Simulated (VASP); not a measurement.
Data:

```
ScAs
1.0
    0.00000     3.05948     3.05948
    3.05948     0.00000     3.05948
    3.05948     3.05948     0.00000
Sc As
1 1
Cartesian
  0.00000   0.00000   0.00000
  1.52974   1.52974   1.52974
```

Computed with PBE GGA, VASP's PBE PAW potentials (set 64) (plane waves; VASP). Run with 400 eV cut-off, Gaussian smearing of 0.050 eV, potentials Sc_sv As.

Predict the band gap (along the path) with the smallest direct gap where there is one.

The band gap (along the path) comes out as 1.57 eV and the smallest direct gap (along the path) comes out as 1.57 eV.

The structure was generated: ScAs was put into the zinc blende type (F-43m), which need not be its known phase. It was relaxed first, which changed the volume by -23 %.
